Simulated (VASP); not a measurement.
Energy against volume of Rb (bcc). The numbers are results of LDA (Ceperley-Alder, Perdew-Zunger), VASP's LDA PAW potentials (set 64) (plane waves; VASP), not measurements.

| V (Å³/atom) | E (eV/atom) |
|---|---|
| 73.169 | -1.05128 |
| 75.504 | -1.05409 |
| 77.839 | -1.05505 |
| 80.174 | -1.05442 |
| 82.509 | -1.05240 |

Problem. Fit a third-order Birch-Murnaghan equation of state.

Solution. 
The volume per atom is 78.03 Å^3/atom, the bulk modulus is 3.6 GPa and the pressure derivative of the bulk modulus comes out as 3.67. The lattice constant a comes out as 10.174 bohr.

Measured: a 5.576 Å at 0 K (computed value off by -3.4 %), as given by Gábor I. Csonka et al., Physical Review B (2009), arXiv:0903.4037 [low-temperature or extrapolated to 0 K; zero-point anharmonic expansion removed].

The compound is Rb in the bcc structure. It was relaxed first, which changed the volume by -13 %.
